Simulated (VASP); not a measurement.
Input:

```yaml
crystal:
  lattice:
    - [7.89541, 0.00000, 0.00000]
    - [0.00000, 7.89541, 0.00000]
    - [0.00000, 0.00000, 11.84311]
  atoms:
    - { symbol: Sr, position: [0.00000, 0.00000, 0.00000] }
    - { symbol: Sr, position: [0.00000, 0.00000, 0.33333] }
    - { symbol: Sr, position: [0.00000, 0.00000, 0.66667] }
    - { symbol: Sr, position: [0.00000, 0.50000, 0.00000] }
    - { symbol: Sr, position: [0.00000, 0.50000, 0.33333] }
    - { symbol: Sr, position: [0.00000, 0.50000, 0.66667] }
    - { symbol: Sr, position: [0.50000, 0.00000, 0.00000] }
    - { symbol: Sr, position: [0.50000, 0.00000, 0.33333] }
    - { symbol: Sr, position: [0.50000, 0.00000, 0.66667] }
    - { symbol: Sr, position: [0.50000, 0.50000, 0.00000] }
    - { symbol: Sr, position: [0.50000, 0.50000, 0.33333] }
    - { symbol: Sr, position: [0.50000, 0.50000, 0.66667] }
    - { symbol: Ti, position: [0.25000, 0.25000, 0.16667] }
    - { symbol: Ti, position: [0.25000, 0.25000, 0.50000] }
    - { symbol: Ti, position: [0.25000, 0.25000, 0.83333] }
    - { symbol: Ti, position: [0.25000, 0.75000, 0.16667] }
    - { symbol: Ti, position: [0.25000, 0.75000, 0.50000] }
    - { symbol: Ti, position: [0.25000, 0.75000, 0.83333] }
    - { symbol: Ti, position: [0.75000, 0.25000, 0.16667] }
    - { symbol: Ti, position: [0.75000, 0.25000, 0.50000] }
    - { symbol: Ti, position: [0.75000, 0.25000, 0.83333] }
    - { symbol: Ti, position: [0.75000, 0.75000, 0.16667] }
    - { symbol: Ti, position: [0.75000, 0.75000, 0.50000] }
    - { symbol: Ti, position: [0.75000, 0.75000, 0.83333] }
    - { symbol: O, position: [0.25000, 0.00000, 0.16667] }
    - { symbol: O, position: [0.00000, 0.25000, 0.16667] }
    - { symbol: O, position: [0.25000, 0.25000, 0.00000] }
    - { symbol: O, position: [0.25000, 0.00000, 0.50000] }
    - { symbol: O, position: [0.00000, 0.25000, 0.50000] }
    - { symbol: O, position: [0.25000, 0.25000, 0.33333] }
    - { symbol: O, position: [0.25000, 0.00000, 0.83333] }
    - { symbol: O, position: [0.00000, 0.25000, 0.83333] }
    - { symbol: O, position: [0.25000, 0.25000, 0.66667] }
    - { symbol: O, position: [0.25000, 0.50000, 0.16667] }
    - { symbol: O, position: [0.00000, 0.75000, 0.16667] }
    - { symbol: O, position: [0.25000, 0.75000, 0.00000] }
    - { symbol: O, position: [0.25000, 0.50000, 0.50000] }
    - { symbol: O, position: [0.00000, 0.75000, 0.50000] }
    - { symbol: O, position: [0.25000, 0.75000, 0.33333] }
    - { symbol: O, position: [0.25000, 0.50000, 0.83333] }
    - { symbol: O, position: [0.00000, 0.75000, 0.83333] }
    - { symbol: O, position: [0.25000, 0.75000, 0.66667] }
    - { symbol: O, position: [0.75000, 0.00000, 0.16667] }
    - { symbol: O, position: [0.50000, 0.25000, 0.16667] }
    - { symbol: O, position: [0.75000, 0.25000, 0.00000] }
    - { symbol: O, position: [0.75000, 0.00000, 0.50000] }
    - { symbol: O, position: [0.50000, 0.25000, 0.50000] }
    - { symbol: O, position: [0.75000, 0.25000, 0.33333] }
    - { symbol: O, position: [0.75000, 0.00000, 0.83333] }
    - { symbol: O, position: [0.50000, 0.25000, 0.83333] }
    - { symbol: O, position: [0.75000, 0.25000, 0.66667] }
    - { symbol: O, position: [0.75000, 0.50000, 0.16667] }
    - { symbol: O, position: [0.50000, 0.75000, 0.16667] }
    - { symbol: O, position: [0.75000, 0.75000, 0.00000] }
    - { symbol: O, position: [0.75000, 0.50000, 0.50000] }
    - { symbol: O, position: [0.50000, 0.75000, 0.50000] }
    - { symbol: O, position: [0.75000, 0.75000, 0.33333] }
    - { symbol: O, position: [0.75000, 0.50000, 0.83333] }
    - { symbol: O, position: [0.50000, 0.75000, 0.83333] }
    - { symbol: O, position: [0.75000, 0.75000, 0.66667] }
```

Method: PBE GGA, VASP's PBE PAW potentials (set 64) (plane waves; VASP). Numerical set-up: PREC = Normal, LREAL = Auto, EDIFF = 1E-5, 400 eV cut-off, 1×1×1 Γ-centred mesh, Gaussian smearing of 0.050 eV, potentials Sr_sv Ti O.

At this cut-off the stress carries a Pulay error, which pulls relaxed volumes low. The supercell is sampled at Γ alone, which is coarse: total energies, pressure and levels can be off, energies of defects by several tenths of an eV.

Task: Give the stress tensor in GPa (positive for a compressed cell).

Result: 
```
-2.77   0.00   0.00
 0.00  -2.77   0.00
 0.00   0.00  -4.33
```
The pressure is its mean diagonal, -3.29 GPa.

The cell is a supercell, built from SrTiO3 (cubic perovskite, the ideal cubic form; the compound distorts at low or room temperature).
